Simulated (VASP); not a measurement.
These are rev-vdW-DF2, VASP's PBE PAW potentials (set 64) (plane waves; VASP) values and carry that method's errors.

A VASP calculation is set up with these files.

INCAR:
```
SIGMA = 0.1
EDIFFG = -0.02
EDIFF = 1E-6   # SCF stop (eV)
ALGO = Normal
LCHARG = F
NSW = 60   # most ionic steps
AGGAC = 0.0
LUSE_VDW = T
ZAB_VDW = -1.8867
LMAXMIX = 4
NELM = 100
SYSTEM = MoSi2
PARAM1 = 0.1234568
ENCUT = 520   # plane-wave cut-off (eV)
ISMEAR = 1   # Methfessel-Paxton
PARAM2 = 0.7114
PREC = Accurate
GGA = MK
LASPH = T   # aspherical one-centre terms
IBRION = 2   # conjugate gradients
ISIF = 3
LWAVE = F
LREAL = F   # projection in real space or not
```

File KPOINTS:
```
Automatic
0
G
12 12 12
0 0 0
```

POSCAR:
```
MoSi2
1.0
 -1.5973096137   1.5973096137   3.9072384890
  1.5973096137  -1.5973096137   3.9072384890
  1.5973096137   1.5973096137  -3.9072384890
Si Mo
2 1
Cartesian
  0.0000000000  -0.0000000000   5.1951253253
  0.0000000000  -0.0000000000   2.6193516527
  0.0000000000   0.0000000000   0.0000000000
```

POTCAR, in this order: Si Mo_sv (PBE.64 set). Program: vasp_std.

What VASP printed:

File OUTCAR:
```
 ion  position               nearest neighbor table
   1  0.665  0.665  0.000-   2 2.58   3 2.60   3 2.60   3 2.60   3 2.60   3 2.62   2 2.62   2 2.62
                             2 2.62   2 2.62
   2  0.335  0.335  0.000-   1 2.58   3 2.60   3 2.60   3 2.60   3 2.60   3 2.62   1 2.62   1 2.62
                             1 2.62   1 2.62
   3  0.000  0.000  0.000-   1 2.60   1 2.60   1 2.60   2 2.60   1 2.60   2 2.60   2 2.60   2 2.60
                             1 2.62   2 2.62
  LATTYP: Found a body centered tetragonal cell.
 ALAT       =     3.1946192274
 C/A-ratio  =     2.4461372144
 Subroutine PRICEL returns:
 Original cell was already a primitive cell.
 Subroutine GETGRP returns: Found 16 space group operations
The static configuration has the point symmetry D_4h.
The dynamic configuration has the point symmetry D_4h.
 Subroutine INISYM returns: Found 16 space group operations
 Subroutine IBZKPT returns following result:
 Found    163 irreducible k-points:

 Following reciprocal coordinates:
            Coordinates               Weight
  0.000000  0.000000  0.000000      1.000000
  0.083333 -0.000000  0.000000      8.000000
  0.166667 -0.000000  0.000000      8.000000
  0.250000  0.000000  0.000000      8.000000
  0.333333 -0.000000  0.000000      8.000000
  0.416667 -0.000000  0.000000      8.000000
  0.500000  0.000000  0.000000      4.000000
  0.083333  0.083333  0.000000      8.000000
  0.166667  0.083333  0.000000     16.000000
  0.250000  0.083333  0.000000     16.000000
  0.333333  0.083333  0.000000     16.000000
  0.416667  0.083333  0.000000     16.000000
  0.500000  0.083333 -0.000000     16.000000
 -0.416667  0.083333 -0.000000     16.000000
 -0.333333  0.083333 -0.000000     16.000000
 -0.250000  0.083333  0.000000     16.000000
 -0.166667  0.083333  0.000000     16.000000
 -0.083333  0.083333  0.000000      4.000000
  0.166667  0.166667  0.000000      8.000000
  0.250000  0.166667  0.000000     16.000000
  0.333333  0.166667  0.000000     16.000000
  0.416667  0.166667  0.000000     16.000000
  0.500000  0.166667  0.000000     16.000000
 -0.416667  0.166667 -0.000000     16.000000
 -0.333333  0.166667 -0.000000     16.000000
 -0.250000  0.166667 -0.000000     16.000000
 -0.166667  0.166667  0.000000      4.000000
  0.250000  0.250000  0.000000      8.000000
  0.333333  0.250000  0.000000     16.000000
  0.416667  0.250000  0.000000     16.000000
  0.500000  0.250000  0.000000     16.000000
 -0.416667  0.250000 -0.000000     16.000000
 -0.333333  0.250000 -0.000000     16.000000
 -0.250000  0.250000  0.000000      4.000000
  0.333333  0.333333  0.000000      8.000000
  0.416667  0.333333  0.000000     16.000000
  0.500000  0.333333  0.000000     16.000000
 -0.416667  0.333333  0.000000     16.000000
 -0.333333  0.333333  0.000000      4.000000
  0.416667  0.416667  0.000000      8.000000
   k-points           NKPTS =    163   k-points in BZ     NKDIM =    163   number of bands    NBANDS=     15
   number of dos      NEDOS =    301   number of ions     NIONS =      3
   total plane-waves  NPLWV =  46656
   dimension x,y,z NGX =    36 NGY =   36 NGZ =   36
   dimension x,y,z NGXF=    72 NGYF=   72 NGZF=   72
   ions per type =               2   1
   PREC   = accura    normal or accurate (medium, high low for compatibility)
   ISTART =      0    job   : 0-new  1-cont  2-samecut
   ICHARG =      2    charge: 1-file 2-atom 10-const
   ISPIN  =      1    spin polarized calculation?
   LNONCOLLINEAR =      F non collinear calculations
   LSORBIT =      F    spin-orbit coupling
   INIWAV =      1    electr: 0-lowe 1-rand  2-diag
   ENCUT  =  520.0 eV  38.22 Ry    6.18 a.u.   8.39  8.39  8.39*2*pi/ulx,y,z
...
```

File OSZICAR:
```
       N       E                     dE             d eps       ncg     rms          rms(c)
DAV:   1     0.129383641711E+03    0.12938E+03   -0.11546E+04  4898   0.140E+03
DAV:   2    -0.165338631225E+02   -0.14592E+03   -0.14423E+03  6129   0.339E+02
DAV:   3    -0.194315102746E+02   -0.28976E+01   -0.28827E+01  6409   0.439E+01
DAV:   4    -0.194452986604E+02   -0.13788E-01   -0.13786E-01  5730   0.358E+00
DAV:   5    -0.194454157104E+02   -0.11705E-03   -0.11704E-03  6472   0.306E-01    0.218E+01
DAV:   6    -0.187513624126E+02    0.69405E+00   -0.70061E+00  5688   0.182E+01    0.481E+00
DAV:   7    -0.186388570195E+02    0.11251E+00   -0.10771E+00  5528   0.673E+00    0.467E+00
DAV:   8    -0.186090178019E+02    0.29839E-01   -0.11420E-01  5849   0.283E+00    0.453E-01
DAV:   9    -0.186086775108E+02    0.34029E-03   -0.22677E-03  6038   0.418E-01    0.239E-01
DAV:  10    -0.186086847862E+02   -0.72754E-05   -0.69015E-04  5954   0.240E-01    0.506E-02
DAV:  11    -0.186086801120E+02    0.46743E-05   -0.21665E-04  5765   0.118E-01    0.382E-02
DAV:  12    -0.186086751815E+02    0.49305E-05   -0.32925E-05  5506   0.417E-02    0.691E-03
DAV:  13    -0.186086749128E+02    0.26867E-06   -0.71105E-07  3369   0.779E-03
   1 F= -.18608675E+02 E0= -.18608502E+02  d E =-.186087E+02
       N       E                     dE             d eps       ncg     rms          rms(c)
DAV:   1    -0.192427321908E+02   -0.63406E+00   -0.14099E+01  5471   0.418E+01    0.821E+00
DAV:   2    -0.187521173733E+02    0.49061E+00   -0.70492E+00  5387   0.195E+01    0.244E+00
DAV:   3    -0.186019840027E+02    0.15013E+00   -0.78461E-01  5264   0.517E+00    0.732E-01
DAV:   4    -0.185943373968E+02    0.76466E-02   -0.54556E-02  5828   0.187E+00    0.254E-01
DAV:   5    -0.185942693433E+02    0.68054E-04   -0.60830E-03  5887   0.578E-01    0.254E-01
DAV:   6    -0.185943295729E+02   -0.60230E-04   -0.85824E-04  5639   0.172E-01    0.436E-02
DAV:   7    -0.185943300440E+02   -0.47119E-06   -0.23009E-05  6066   0.347E-02    0.122E-02
DAV:   8    -0.185943305563E+02   -0.51223E-06   -0.24521E-06  4432   0.111E-02
   2 F= -.18594331E+02 E0= -.18594184E+02  d E =0.143444E-01
       N       E                     dE             d eps       ncg     rms          rms(c)
DAV:   1    -0.188483551514E+02   -0.25403E+00   -0.52060E+00  5492   0.252E+01    0.592E+00
DAV:   2    -0.186542713960E+02    0.19408E+00   -0.19174E+00  5415   0.107E+01    0.155E+00
DAV:   3    -0.186215849849E+02    0.32686E-01   -0.17807E-01  5369   0.249E+00    0.473E-01
DAV:   4    -0.186181188815E+02    0.34661E-02   -0.13970E-02  5464   0.121E+00    0.372E-01
DAV:   5    -0.186181896652E+02   -0.70784E-04   -0.78284E-04  6318   0.268E-01    0.193E-01
DAV:   6    -0.186182212008E+02   -0.31536E-04   -0.22446E-04  5772   0.827E-02    0.124E-02
DAV:   7    -0.186182198482E+02    0.13527E-05   -0.13429E-05  5639   0.241E-02    0.570E-03
DAV:   8    -0.186182193891E+02    0.45908E-06   -0.59435E-07  2746   0.542E-03
   3 F= -.18618219E+02 E0= -.18618056E+02  d E =-.954448E-02
       N       E                     dE             d eps       ncg     rms          rms(c)
DAV:   1    -0.186182554538E+02   -0.35606E-04   -0.82319E-04  5562   0.319E-01    0.734E-02
DAV:   2    -0.186182246894E+02    0.30764E-04   -0.34118E-04  5506   0.140E-01    0.190E-02
DAV:   3    -0.186182185432E+02    0.61462E-05   -0.33999E-05  5374   0.345E-02    0.542E-03
DAV:   4    -0.186182182094E+02    0.33377E-06   -0.21417E-06  3342   0.147E-02
   4 F= -.18618218E+02 E0= -.18618054E+02  d E =-.954330E-02
       N       E                     dE             d eps       ncg     rms          rms(c)
DAV:   1    -0.186183231612E+02   -0.10462E-03   -0.27378E-03  5240   0.506E-01    0.546E-02
DAV:   2    -0.186182790705E+02    0.44091E-04   -0.16830E-04  6122   0.108E-01    0.233E-02
DAV:   3    -0.186182692232E+02    0.98473E-05   -0.22829E-05  5854   0.346E-02    0.105E-02
DAV:   4    -0.186182668094E+02    0.24139E-05   -0.75255E-06  5751   0.230E-02    0.567E-03
DAV:   5    -0.186182666475E+02    0.16182E-06   -0.24473E-07  2557   0.395E-03
   5 F= -.18618267E+02 E0= -.18618091E+02  d E =-.484381E-04
```

**OUTCAR**
```
------------------------ aborting loop because EDIFF is reached ----------------------------------------
  FORCE on cell =-STRESS in cart. coord.  units (eV):
  Direction    XX          YY          ZZ          XY          YZ          ZX
  --------------------------------------------------------------------------------------
  Total        0.0066843      0.0066843      0.0236415      0.0000000     -0.0000000      0.0000000
  in kB        0.2635955      0.2635955      0.9323064      0.0000000     -0.0000000      0.0000000
  external PRESSURE =       0.4864991 kB  Pullay stress =       0.0000000 kB
  volume of cell :       40.63
      direct lattice vectors                 reciprocal lattice vectors
    -1.607002209  1.607002209  3.933095770     0.000000000  0.311138340  0.127126322
     1.607002209 -1.607002209  3.933095770     0.311138340  0.000000000  0.127126322
     1.607002209  1.607002209 -3.933095770     0.311138340  0.311138340  0.000000000
 POSITION                                       TOTAL-FORCE (eV/Angst)
 -----------------------------------------------------------------------------------
      0.00000      0.00000      5.22891         0.000000      0.000000     -0.006631
      0.00000      0.00000      2.63728        -0.000000     -0.000000      0.006631
      1.60700      1.60700     -3.93310         0.000000      0.000000      0.000000
 -----------------------------------------------------------------------------------
    total drift:                                0.000000     -0.000000      0.000000
  FREE ENERGIE OF THE ION-ELECTRON SYSTEM (eV)
  ---------------------------------------------------
  free  energy   TOTEN  =       -18.6182666475 eV

  energy  without entropy=      -18.6177382926  energy(sigma->0) =      -18.61809053

 reached required accuracy - stopping structural energy minimisation
```
(Selected blocks of OUTCAR.)

CONTCAR:
```
MoSi2
   1.00000000000000
    -1.6070022086098048    1.6070022086098048    3.9330957695495572
     1.6070022086098048   -1.6070022086098048    3.9330957695495572
     1.6070022086098048    1.6070022086098048   -3.9330957695495572
  Si              Mo
     2     1
Direct
     0.6647321968351771    0.6647321968351771    0.0000000000000000
     0.3352678031648229    0.3352678031648229    0.0000000000000000
     0.0000000000000000    0.0000000000000000    1.0000000000000000
```

The compound is MoSi2 in the MoSi2 type structure. This run relaxes it. Symmetry was kept, so distortions that lower it aren't found. The start is the result of an earlier pass.
